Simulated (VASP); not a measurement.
Energy against volume of Sn (beta). Level of theory: optB88-vdW, VASP's PBE PAW potentials (set 64) (plane waves; VASP 6.6.1). Settings: 520 eV cut-off, 13×13×13 Γ-centred mesh, first-order Methfessel-Paxton smearing of 0.10 eV, potentials Sn_d.

Shape and ions are relaxed at each volume.

```
V (Å³/atom)  E (eV/atom)
-----------  -----------
26.788          -0.52719
27.643          -0.54044
28.498          -0.54469
29.353          -0.54143
```

Q: Fit these four points and predict the energy of the run at 30.208 Å³/atom.

A: A cubic in V^(−2/3), the third-order Birch-Murnaghan form, passes through the four points with V0 = 28.53 Å³/atom and B0 = 47 GPa, and gives -0.5319 eV/atom there. The run gave -0.5318 eV/atom, +0.1 meV/atom from the fit; all five points give B0 = 47 GPa.

The compound is Sn in the beta structure. It was relaxed first, which changed the volume by +6 %.
